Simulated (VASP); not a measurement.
**BeZn3Te4 (ordered alloy cell): computed properties**

Calculation: PBEsol GGA, VASP's PBE PAW potentials (set 64) (plane waves; VASP).

```yaml
space_group: R3m (160)
cell: a = 4.213 Å, b = 4.213 Å, c = 41.306 Å, α = 90.00°, β = 90.00°, γ = 120.00°
volume_per_atom: 26.45 Å³/atom
band gap (over mesh and band path): 1.60 eV
smallest direct gap (over mesh and band path): 1.60 eV
band_edge_character: direct, Γ to Γ
density: 5.62 g/cm³
```

```yaml
crystal:
  lattice:
    - [0.00000, 2.97878, 2.97878]
    - [2.97878, 0.00000, 2.97878]
    - [11.92113, 11.92113, -0.00599]
  atoms:
    - { symbol: Zn, position: [0.01030, 0.01030, 0.99228] }
    - { symbol: Zn, position: [0.00045, 0.00045, 0.24967] }
    - { symbol: Zn, position: [0.99151, 0.99151, 0.50637] }
    - { symbol: Te, position: [0.25377, 0.25377, 0.05968] }
    - { symbol: Te, position: [0.24456, 0.24456, 0.31658] }
    - { symbol: Te, position: [0.23507, 0.23507, 0.57370] }
    - { symbol: Te, position: [0.26451, 0.26451, 0.80161] }
    - { symbol: Be, position: [0.99984, 0.99984, 0.75012] }
```

Unless said otherwise, spin-orbit coupling is left out, though it shifts the bands of the heavy elements here.

The structure was generated: BeZn3Te4 was put into an ordered model structure (R3m), which need not be its known phase. It was relaxed first. Symmetry was kept, so distortions that lower it aren't found.
